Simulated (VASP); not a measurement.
All values below come from PBE GGA, VASP's PBE PAW potentials (set 64) (plane waves; VASP).

Input for VASP

POSCAR:
```
Al
1.0
  1.7784240000   1.0267740000   3.2978710000
 -1.7784240000   1.0267740000   3.2978710000
  0.0000000000  -2.0535480000   3.2978710000
Al
2
Cartesian
 -0.0006171131  -0.0420720646   2.2341328153
  0.0006171131   0.0420720646   7.6594801847
```

### KPOINTS
```
Automatic mesh
0
Gamma
8 8 8
0 0 0
```

**INCAR**
```
! general
SYSTEM = Al
PREC   = Accurate
ENCUT  = 300   ! plane-wave cut-off (eV)
LREAL  = .FALSE.
LASPH  = .TRUE.   ! aspherical one-centre terms

! electronic loop
EDIFF  = 1E-6
NELM   = 100
ALGO   = Normal   ! blocked Davidson

! smearing
ISMEAR = 0
SIGMA  = 0.272

! functional
GGA    = PE

! ions
IBRION = 2   ! conjugate gradients
NSW    = 50   ! most ionic steps
ISIF   = 3   ! ions, shape and volume
EDIFFG = -0.01   ! ionic stop

! output
LWAVE  = .FALSE.
LCHARG = .FALSE.
```

POTCAR, in this order: Al (PBE.64 set). Program: vasp_std.

Output

### OSZICAR
```
...
DAV:   1    -0.745155727038E+01   -0.45427E-01   -0.11358E+01  5159   0.186E+01    0.140E+00
DAV:   2    -0.738321913181E+01    0.68338E-01   -0.35299E-01  3976   0.404E+00    0.729E-01
DAV:   3    -0.737023835372E+01    0.12981E-01   -0.64658E-02  4564   0.132E+00    0.275E-01
DAV:   4    -0.736932497900E+01    0.91337E-03   -0.53669E-03  4004   0.525E-01    0.696E-02
DAV:   5    -0.736928900398E+01    0.35975E-04   -0.15023E-04  4977   0.837E-02    0.325E-02
DAV:   6    -0.736928823330E+01    0.77068E-06   -0.52237E-06  4354   0.172E-02
  23 F= -.73692882E+01 E0= -.73589682E+01  d E =-.131260E+00
       N       E                     dE             d eps       ncg     rms          rms(c)
DAV:   1    -0.747275361549E+01   -0.10346E+00   -0.37825E+00  4578   0.109E+01    0.789E-01
DAV:   2    -0.745956591027E+01    0.13188E-01   -0.93625E-02  4585   0.226E+00    0.427E-01
DAV:   3    -0.745489011535E+01    0.46758E-02   -0.10827E-02  4690   0.532E-01    0.162E-01
DAV:   4    -0.745438415532E+01    0.50596E-03   -0.12696E-03  4634   0.230E-01    0.350E-02
DAV:   5    -0.745437901466E+01    0.51407E-05   -0.32678E-05  5152   0.395E-02    0.160E-02
DAV:   6    -0.745437891162E+01    0.10304E-06   -0.12945E-06  3458   0.781E-03
  24 F= -.74543789E+01 E0= -.74409294E+01  d E =-.216351E+00
       N       E                     dE             d eps       ncg     rms          rms(c)
DAV:   1    -0.746174336333E+01   -0.73643E-02   -0.27414E-01  4879   0.289E+00    0.225E-01
DAV:   2    -0.746004688536E+01    0.16965E-02   -0.93422E-03  4144   0.659E-01    0.118E-01
DAV:   3    -0.745966590987E+01    0.38098E-03   -0.13612E-03  4718   0.189E-01    0.465E-02
DAV:   4    -0.745962748537E+01    0.38425E-04   -0.13794E-04  4249   0.788E-02    0.103E-02
DAV:   5    -0.745962719790E+01    0.28747E-06   -0.34837E-06  4977   0.129E-02
  25 F= -.74596272E+01 E0= -.74482973E+01  d E =-.221599E+00
       N       E                     dE             d eps       ncg     rms          rms(c)
DAV:   1    -0.748675023991E+01   -0.27123E-01   -0.50658E-01  4095   0.406E+00    0.240E-01
DAV:   2    -0.748512228997E+01    0.16279E-02   -0.18933E-02  4942   0.973E-01    0.104E-01
DAV:   3    -0.748477744398E+01    0.34485E-03   -0.17941E-03  4312   0.217E-01    0.496E-02
DAV:   4    -0.748475593031E+01    0.21514E-04   -0.12058E-04  4186   0.845E-02    0.173E-02
DAV:   5    -0.748475039405E+01    0.55363E-05   -0.40448E-06  5264   0.121E-02    0.671E-03
DAV:   6    -0.748475013312E+01    0.26093E-06   -0.97543E-08  2513   0.247E-03
  26 F= -.74847501E+01 E0= -.74728943E+01  d E =-.251229E-01
       N       E                     dE             d eps       ncg     rms          rms(c)
DAV:   1    -0.748675309216E+01   -0.20027E-02   -0.63814E-02  4095   0.143E+00    0.840E-02
DAV:   2    -0.748654411911E+01    0.20897E-03   -0.24803E-03  4942   0.352E-01    0.365E-02
DAV:   3    -0.748649967783E+01    0.44441E-04   -0.23589E-04  4270   0.790E-02    0.177E-02
DAV:   4    -0.748649688390E+01    0.27939E-05   -0.15745E-05  4284   0.307E-02    0.633E-03
DAV:   5    -0.748649594358E+01    0.94032E-06   -0.52369E-07  2863   0.439E-03
  27 F= -.74864959E+01 E0= -.74743315E+01  d E =-.268687E-01
       N       E                     dE             d eps       ncg     rms          rms(c)
DAV:   1    -0.749052561428E+01   -0.40287E-02   -0.39155E-02  4844   0.114E+00    0.121E-01
DAV:   2    -0.749034305269E+01    0.18256E-03   -0.52789E-04  4298   0.176E-01    0.575E-02
DAV:   3    -0.749024482231E+01    0.98230E-04   -0.12322E-04  4984   0.576E-02    0.156E-02
DAV:   4    -0.749023944228E+01    0.53800E-05   -0.11308E-05  4711   0.206E-02    0.782E-03
DAV:   5    -0.749023951178E+01   -0.69506E-07   -0.29696E-07  2702   0.386E-03
  28 F= -.74902395E+01 E0= -.74773846E+01  d E =-.374357E-02
       N       E                     dE             d eps       ncg     rms          rms(c)
DAV:   1    -0.749247149023E+01   -0.22320E-02   -0.61332E-02  5026   0.143E+00    0.150E-01
DAV:   2    -0.749218599853E+01    0.28549E-03   -0.83195E-04  4277   0.222E-01    0.715E-02
DAV:   3    -0.749203533210E+01    0.15067E-03   -0.19091E-04  5131   0.718E-02    0.196E-02
DAV:   4    -0.749202660205E+01    0.87300E-05   -0.18087E-05  4704   0.261E-02    0.982E-03
DAV:   5    -0.749202665717E+01   -0.55117E-07   -0.44322E-07  2821   0.484E-03
  29 F= -.74920267E+01 E0= -.74786026E+01  d E =-.553071E-02
       N       E                     dE             d eps       ncg     rms          rms(c)
DAV:   1    -0.749464984703E+01   -0.26232E-02   -0.33376E-02  5124   0.101E+00    0.911E-02
DAV:   2    -0.749449174485E+01    0.15810E-03   -0.23523E-04  4235   0.115E-01    0.540E-02
DAV:   3    -0.749440040082E+01    0.91344E-04   -0.15097E-04  5082   0.607E-02    0.219E-03
DAV:   4    -0.749440067725E+01   -0.27643E-06   -0.22443E-06  4144   0.121E-02
  30 F= -.74944007E+01 E0= -.74807996E+01  d E =-.237402E-02
       N       E                     dE             d eps       ncg     rms          rms(c)
DAV:   1    -0.749492963728E+01   -0.52924E-03   -0.12480E-02  5159   0.612E-01    0.547E-02
DAV:   2    -0.749487142630E+01    0.58211E-04   -0.88521E-05  4319   0.710E-02    0.325E-02
DAV:   3    -0.749483762880E+01    0.33798E-04   -0.56548E-05  5159   0.370E-02    0.132E-03
DAV:   4    -0.749483772748E+01   -0.98673E-07   -0.81531E-07  3220   0.740E-03
  31 F= -.74948377E+01 E0= -.74812362E+01  d E =-.281107E-02
       N       E                     dE             d eps       ncg     rms          rms(c)
DAV:   1    -0.749536713790E+01   -0.52951E-03   -0.63460E-03  4816   0.465E-01    0.448E-02
DAV:   2    -0.749534092653E+01    0.26211E-04   -0.16843E-04  4606   0.949E-02    0.190E-02
DAV:   3    -0.749533069127E+01    0.10235E-04   -0.17346E-05  4788   0.223E-02    0.758E-03
DAV:   4    -0.749532847650E+01    0.22148E-05   -0.19242E-06  3318   0.938E-03    0.268E-03
DAV:   5    -0.749532835125E+01    0.12525E-06   -0.77856E-08  2198   0.219E-03
  32 F= -.74953284E+01 E0= -.74817261E+01  d E =-.490624E-03
       N       E                     dE             d eps       ncg     rms          rms(c)
DAV:   1    -0.749537721882E+01   -0.48742E-04   -0.11136E-03  4830   0.195E-01    0.188E-02
DAV:   2    -0.749537237468E+01    0.48441E-05   -0.29534E-05  4613   0.397E-02    0.797E-03
DAV:   3    -0.749537038067E+01    0.19940E-05   -0.30389E-06  4501   0.936E-03    0.317E-03
DAV:   4    -0.749536986629E+01    0.51438E-06   -0.34536E-07  2163   0.406E-03
  33 F= -.74953699E+01 E0= -.74817630E+01  d E =-.532139E-03
       N       E                     dE             d eps       ncg     rms          rms(c)
DAV:   1    -0.749544289684E+01   -0.72516E-04   -0.10061E-03  4354   0.185E-01    0.118E-02
DAV:   2    -0.749543993845E+01    0.29584E-05   -0.39986E-05  5012   0.447E-02    0.476E-03
DAV:   3    -0.749543949195E+01    0.44650E-06   -0.32546E-06  4186   0.959E-03
  34 F= -.74954395E+01 E0= -.74818363E+01  d E =-.696257E-04
       N       E                     dE             d eps       ncg     rms          rms(c)
DAV:   1    -0.749545949502E+01   -0.19557E-04   -0.68494E-04  4368   0.153E-01    0.932E-03
DAV:   2    -0.749545741258E+01    0.20824E-05   -0.26623E-05  4998   0.365E-02    0.410E-03
DAV:   3    -0.749545709880E+01    0.31378E-06   -0.22267E-06  3682   0.798E-03
  35 F= -.74954571E+01 E0= -.74818557E+01  d E =-.872325E-04
       N       E                     dE             d eps       ncg     rms          rms(c)
DAV:   1    -0.749547356877E+01   -0.16156E-04   -0.11339E-04  4774   0.742E-02    0.421E-03
DAV:   2    -0.749547330523E+01    0.26354E-06   -0.90133E-07  4571   0.787E-03
  36 F= -.74954733E+01 E0= -.74818707E+01  d E =-.162064E-04
```

### OUTCAR
```
------------------------ aborting loop because EDIFF is reached ----------------------------------------
  FORCE on cell =-STRESS in cart. coord.  units (eV):
  Direction    XX          YY          ZZ          XY          YZ          ZX
  --------------------------------------------------------------------------------------
  Total        0.0026398     -0.0037116      0.0064830     -0.0000118     -0.0042815      0.0001232
  in kB        0.1279985     -0.1799691      0.3143523     -0.0005707     -0.2076055      0.0059745
  external PRESSURE =       0.0874606 kB  Pullay stress =       0.0000000 kB
  volume of cell :       33.04
      direct lattice vectors                 reciprocal lattice vectors
     1.447691712  0.899780152  4.544873872     0.345832396  0.200381129  0.070198283
    -1.444133289  0.899809078  4.546027375    -0.345772279  0.200394931  0.070466264
     0.001742296 -1.607246029  4.579303318     0.000027433 -0.397813308  0.078749117
 POSITION                                       TOTAL-FORCE (eV/Angst)
 -----------------------------------------------------------------------------------
      0.00142      0.05203      3.41784        -0.000214     -0.008767     -0.003550
      0.00388      0.14031     10.25237         0.000214      0.008767      0.003550
 -----------------------------------------------------------------------------------
    total drift:                                0.000000     -0.000000     -0.000000
  FREE ENERGIE OF THE ION-ELECTRON SYSTEM (eV)
  ---------------------------------------------------
  free  energy   TOTEN  =        -7.4954733052 eV

  energy  without entropy=       -7.4682681732  energy(sigma->0) =       -7.48187074

 reached required accuracy - stopping structural energy minimisation
```
(Selected blocks of OUTCAR.)

### CONTCAR
```
Al
   1.00000000000000
     1.4476917120276169    0.8997801519804343    4.5448738715158630
    -1.4441332890544161    0.8998090775019709    4.5460273754349840
     0.0017422963045704   -1.6072460287998616    4.5793033177374944
  Al
     2
Direct
     0.2508439014438342    0.2507777246952116    0.2484527905270333
     0.7491560985561656    0.7492222753047888    0.7515472094729666
```

File OUTCAR:
```
 val. band max:        7.8929828907   @ k =  -0.3750   0.3750  -0.2500

 cond. band min:       7.9386854311   @ k =  -0.2500   0.5000   0.0000


 Fermi energy:         7.9182744119

 k-point     1 :       0.0000    0.0000    0.0000
  band No.  band energies     occupation
      1      -3.1379      2.00000
      2       3.6010      2.00000
      3       4.0707      2.00000
      4      18.7946      0.00000
      5      18.8111      0.00000
      6      19.0461      0.00000
      7      19.0754      0.00000

 k-point     2 :       0.1250   -0.0000    0.0000
  band No.  band energies     occupation
      1      -2.7575      2.00000
      2       3.5804      2.00000
      3       4.8099      2.00000
      4      14.6750      0.00000
      5      16.8674      0.00000
      6      16.9563      0.00000
      7      18.3347      0.00000

 k-point     3 :      -0.0000    0.1250    0.0000
  band No.  band energies     occupation
      1      -2.7575      2.00000
      2       3.5804      2.00000
      3       4.8099      2.00000
      4      14.6752      0.00000
      5      16.8672      0.00000
      6      16.9568      0.00000
      7      18.3344      0.00000

 k-point     4 :       0.0000    0.0000    0.1250
  band No.  band energies     occupation
      1      -2.7580      2.00000
      2       3.5775      2.00000
      3       4.8118      2.00000
      4      14.6515      0.00000
      5      16.8893      0.00000
      6      16.9213      0.00000
      7      18.3628      0.00000

 k-point     5 :       0.2500   -0.0000    0.0000
  band No.  band energies     occupation
      1      -1.6224      2.00000
      2       4.1198      2.00000
      3       6.3655      2.00000
      4      10.2667      0.00000
      5      13.1705      0.00000
      6      15.4786      0.00000
      7      16.4792      0.00000

 k-point     6 :      -0.0000    0.2500    0.0000
  band No.  band energies     occupation
      1      -1.6224      2.00000
...
```

Energy and stress use the plane-wave basis of the starting cell.

The structure was generated: Al was put into an ordered model structure, which need not be its known phase. In the starting cell atoms are displaced from their ideal sites. This run relaxes it. Symmetry was kept, so distortions that lower it aren't found. The k-mesh is coarse (spacing up to 0.32 per Å, 2π included), so the numbers may not be converged in it. The run is one of a series of settings (EDIFFG = -0.01, IBRION = 2, ISIF = 3, NSW = 50 against the base run), some of them coarse on purpose.
